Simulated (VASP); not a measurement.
Consider the following.

```yaml
crystal:
  lattice:
    - [0.00000, 2.65746, 2.65746]
    - [2.65746, 0.00000, 2.65746]
    - [2.65746, 2.65746, 0.00000]
  atoms:
    - { symbol: Pb, position: [0.00000, 0.00000, 0.00000] }
    - { symbol: F, position: [0.25000, 0.25000, 0.25000] }
    - { symbol: F, position: [0.75000, 0.75000, 0.75000] }
```

These are LDA (Ceperley-Alder, Perdew-Zunger), VASP's LDA PAW potentials (set 64) (plane waves; VASP) values and carry that method's errors. Run with 620 eV cut-off, 7×7×7 Γ-centred mesh, Gaussian smearing of 0.050 eV, potentials Pb_d F.

**Question.** What does the run give for the energy per atom (σ→0), pressure?

**Answer.** 
```
Quantity                        Value
---------------------  --------------
energy per atom (σ→0)  -4.892 eV/atom
pressure                    44.95 GPa
```

The compound is PbF2 in the fluorite structure, the β form. It was relaxed first under an external pressure of 45 GPa.
